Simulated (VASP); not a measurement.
VASP runs on SrCl₂ (space group Fm-3m) share one base input (PBE GGA, plane waves, VASP's PBE PAW potentials (set 64)) and change the settings named in each case.

KPOINTS:
```
Automatic
0
gamma
 6 6 6
```

**POSCAR**
```
SrCl2
1.0
  0.0000000000   3.5672900000   3.5672900000
  3.5672900000   0.0000000000   3.5672900000
  3.5672900000   3.5672900000   0.0000000000
Sr Cl
1 2
Cartesian
  0.0000000000   0.0000000000   0.0000000000
  5.3509350000   5.3509350000   5.3509350000
  1.7836450000   1.7836450000   1.7836450000
```

INCAR:
```
SYSTEM = SrCl2
PREC = Accurate
ENCUT = 300
EDIFF = 1E-6
NELM = 100
ALGO = Normal
LREAL = .FALSE.
LASPH = .TRUE.
ISMEAR = 0
SIGMA = 0.01
GGA = PE
LMAXMIX = 4
LWAVE = .FALSE.
LCHARG = .FALSE.
ISIF = 2
```

POTCAR, in this order: Sr_sv Cl (PBE.64 set). Program: vasp_std.

```
change       E(σ→0) (eV/atom)  pressure (GPa)  gap on the mesh (eV)
-----------  ----------------  --------------  --------------------
base run              -4.2590           -1.42                  5.08
ENCUT = 120           -4.8407          -61.42                  4.69
ENCUT = 150           -4.3812          -28.83                  5.11
ENCUT = 180           -4.2839          -13.73                  4.94
ENCUT = 210           -4.2598           -6.99                  5.05
ENCUT = 240           -4.2570             [?]                   [?]
ENCUT = 270           -4.2579             [?]                  5.08
ENCUT = 345           -4.2593           -1.13                  5.08
ENCUT = 390           -4.2592           -1.17                  5.08
ENCUT = 450           -4.2596           -1.21                  5.08
ENCUT = 525           -4.2600           -1.16                  5.08
ENCUT = 600           -4.2601           -1.13                  5.08
```

Q: Fill in the missing entries.

A: 
- ENCUT = 240, pressure (GPa): -3.69
- ENCUT = 240, gap on the mesh (eV): 5.06
- ENCUT = 270, pressure (GPa): -2.10

Energies of different potentials or functionals have different zeros.  The base run's pressure lies -0.29 GPa from that at 600 eV (Pulay error).

Left out are runs that ran out of time, are held back, or changed the cell or the kind of run, fixed moments of cells without a moment, rows past the twelfth, gaps on odd meshes, pressures of charged cells and columns that move by less than the noise.

The structure comes from a computed database's SrCl2 entry; how it stands against other phases isn't given here. The cell was not relaxed at this level, its lattice was scaled by up to 2.5 %.
